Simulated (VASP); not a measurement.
Input:

```
KMgH3
1.0
    3.96799     0.00000     0.00000
    0.00000     3.96799     0.00000
    0.00000     0.00000     3.96799
K Mg H
1 1 3
Direct
  0.00000   0.00000   0.00000
  0.50000   0.50000   0.50000
  0.50000   0.00000   0.50000
  0.00000   0.50000   0.50000
  0.50000   0.50000   0.00000
```

Computed with PBEsol GGA, VASP's PBE PAW potentials (set 64) (plane waves; VASP 6.6.1). Run with 400 eV cut-off, 7×7×7 Γ-centred mesh, Gaussian smearing of 0.010 eV, potentials K_sv Mg H.

**Question.** What does the run give for the energy per atom (σ→0)?

**Answer.** 
energy per atom (σ→0): -2.824 eV/atom

Only differences to runs with the same potentials and settings are physical.

The structure comes from a computed database's KMgH3 entry (Pm-3m); how it stands against other phases isn't given here. It was relaxed first.
